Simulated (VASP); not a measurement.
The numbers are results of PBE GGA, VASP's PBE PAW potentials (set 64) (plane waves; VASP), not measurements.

Input for VASP

INCAR:
```
SIGMA = 0.05   ! width (eV)
LASPH = .TRUE.   ! aspherical one-centre terms
LREAL = .FALSE.
ALGO = Normal
ISIF = 2
NELM = 100
LCHARG = .FALSE.
EDIFF = 1E-6
PREC = Accurate
GGA = PE
EDIFFG = -0.01   ! ionic stop
NSW = 40
ENCUT = 520   ! plane-wave cut-off (eV)
LWAVE = .FALSE.
SYSTEM = MgO
ISMEAR = 0   ! Gaussian
IBRION = 2
```

POSCAR:
```
MgO
1
    0.0000000000     2.1050000000     2.1050000000
    2.1050000000     0.0000000000     2.1050000000
    2.1050000000     2.1050000000     0.0000000000
Mg O
1 1
Direct
 -0.0166270784   0.0166270784   0.0403800475
  0.5000000000   0.5000000000   0.5000000000
```

**KPOINTS**
```
Automatic mesh
0
Gamma
8 8 8
0 0 0
```

POTCAR, in this order: Mg O (PBE.64 set). Program: vasp_std.

The resulting files:

### OSZICAR
```
       N       E                     dE             d eps       ncg     rms          rms(c)
DAV:   1     0.135845928449E+02    0.13585E+02   -0.48646E+03  2832   0.891E+02
DAV:   2    -0.130905063437E+02   -0.26675E+02   -0.25755E+02  2864   0.141E+02
DAV:   3    -0.134448026901E+02   -0.35430E+00   -0.35430E+00  3104   0.188E+01
DAV:   4    -0.134453540556E+02   -0.55137E-03   -0.55137E-03  3328   0.698E-01
DAV:   5    -0.134453544589E+02   -0.40324E-06   -0.40324E-06  3224   0.136E-02    0.728E+00
DAV:   6    -0.118760880332E+02    0.15693E+01   -0.10195E+01  2400   0.226E+01    0.227E+00
DAV:   7    -0.118614641883E+02    0.14624E-01   -0.43876E-02  2688   0.259E+00    0.132E+00
DAV:   8    -0.118559417492E+02    0.55224E-02   -0.24687E-02  2480   0.238E+00    0.155E-01
DAV:   9    -0.118558525338E+02    0.89215E-04   -0.62537E-04  3832   0.232E-01    0.638E-02
DAV:  10    -0.118559555351E+02   -0.10300E-03   -0.12719E-04  2504   0.122E-01    0.505E-03
DAV:  11    -0.118559559939E+02   -0.45882E-06   -0.35437E-06  3600   0.221E-02
   1 F= -.11855956E+02 E0= -.11855956E+02  d E =-.118560E+02
       N       E                     dE             d eps       ncg     rms          rms(c)
DAV:   1    -0.118899128732E+02   -0.33957E-01   -0.86659E+00  2400   0.299E+01    0.358E-01
DAV:   2    -0.118977175884E+02   -0.78047E-02   -0.10614E-01  3128   0.376E+00    0.187E-01
DAV:   3    -0.118963892690E+02    0.13283E-02   -0.22821E-03  2984   0.524E-01    0.673E-02
DAV:   4    -0.118962655303E+02    0.12374E-03   -0.92232E-04  3248   0.324E-01    0.288E-02
DAV:   5    -0.118962683480E+02   -0.28177E-05   -0.71023E-05  2480   0.919E-02    0.178E-02
DAV:   6    -0.118962681341E+02    0.21387E-06   -0.48149E-06  3432   0.265E-02
   2 F= -.11896268E+02 E0= -.11896268E+02  d E =-.403121E-01
       N       E                     dE             d eps       ncg     rms          rms(c)
DAV:   1    -0.119006971403E+02   -0.44288E-02   -0.52819E+00  2400   0.234E+01    0.276E-01
DAV:   2    -0.119055068929E+02   -0.48098E-02   -0.64349E-02  3008   0.293E+00    0.144E-01
DAV:   3    -0.119047015655E+02    0.80533E-03   -0.14364E-03  3040   0.419E-01    0.494E-02
DAV:   4    -0.119046416130E+02    0.59953E-04   -0.51321E-04  3072   0.241E-01    0.223E-02
DAV:   5    -0.119046433512E+02   -0.17382E-05   -0.38162E-05  2544   0.673E-02    0.133E-02
DAV:   6    -0.119046432859E+02    0.65252E-07   -0.27370E-06  3088   0.200E-02
   3 F= -.11904643E+02 E0= -.11904643E+02  d E =-.486873E-01
       N       E                     dE             d eps       ncg     rms          rms(c)
DAV:   1    -0.119046688019E+02   -0.25451E-04   -0.21754E-02  2400   0.150E+00    0.180E-02
DAV:   2    -0.119046880305E+02   -0.19229E-04   -0.25946E-04  3072   0.186E-01    0.901E-03
DAV:   3    -0.119046846647E+02    0.33657E-05   -0.58267E-06  3008   0.271E-02    0.297E-03
DAV:   4    -0.119046844528E+02    0.21199E-06   -0.19466E-06  2120   0.150E-02
   4 F= -.11904684E+02 E0= -.11904684E+02  d E =-.487285E-01
       N       E                     dE             d eps       ncg     rms          rms(c)
DAV:   1    -0.119047500980E+02   -0.65433E-04   -0.19821E-02  2400   0.143E+00    0.169E-02
DAV:   2    -0.119047681745E+02   -0.18076E-04   -0.24124E-04  3064   0.178E-01    0.875E-03
DAV:   3    -0.119047651323E+02    0.30421E-05   -0.52654E-06  2992   0.257E-02    0.293E-03
DAV:   4    -0.119047649329E+02    0.19945E-06   -0.18356E-06  1968   0.146E-02
   5 F= -.11904765E+02 E0= -.11904765E+02  d E =-.804801E-04
       N       E                     dE             d eps       ncg     rms          rms(c)
DAV:   1    -0.119047740330E+02   -0.89007E-05   -0.62521E-03  2400   0.805E-01    0.970E-03
DAV:   2    -0.119047796465E+02   -0.56134E-05   -0.76001E-05  3072   0.100E-01    0.495E-03
DAV:   3    -0.119047786517E+02    0.99475E-06   -0.17546E-06  2800   0.149E-02
   6 F= -.11904779E+02 E0= -.11904779E+02  d E =-.941990E-04
```

**OUTCAR**
```
------------------------ aborting loop because EDIFF is reached ----------------------------------------
  FORCE on cell =-STRESS in cart. coord.  units (eV):
  Direction    XX          YY          ZZ          XY          YZ          ZX
  --------------------------------------------------------------------------------------
  Total        0.4899656      0.4899530      0.4900563     -0.0000159      0.0000000      0.0000000
  in kB       42.0813745     42.0802897     42.0891613     -0.0013651      0.0000000      0.0000000
  external PRESSURE =      42.0836085 kB  Pullay stress =       0.0000000 kB
  volume of cell :       18.65
      direct lattice vectors                 reciprocal lattice vectors
     0.000000000  2.105000000  2.105000000    -0.237529691  0.237529691  0.237529691
     2.105000000  0.000000000  2.105000000     0.237529691 -0.237529691  0.237529691
     2.105000000  2.105000000  0.000000000     0.237529691  0.237529691 -0.237529691
  FREE ENERGIE OF THE ION-ELECTRON SYSTEM (eV)
  ---------------------------------------------------
  free  energy   TOTEN  =       -11.9047786517 eV

  energy  without entropy=      -11.9047786517  energy(sigma->0) =      -11.90477865

 reached required accuracy - stopping structural energy minimisation
```
(Selected blocks of OUTCAR.)

File CONTCAR:
```
MgO
   1.00000000000000
     0.0000000000000000    2.1050000000000000    2.1050000000000000
     2.1050000000000000    0.0000000000000000    2.1050000000000000
     2.1050000000000000    2.1050000000000000    0.0000000000000000
  Mg              O
     1     1
Direct
     0.9917408411836941    0.0082591588163058    0.0201582719404471
     0.4916320804163067    0.5083679195836932    0.5202217755595540
```

The compound is MgO in the rock salt structure. In the starting cell atoms are displaced from their ideal sites. This run relaxes the ions in a fixed cell. Symmetry was kept, so distortions that lower it aren't found.
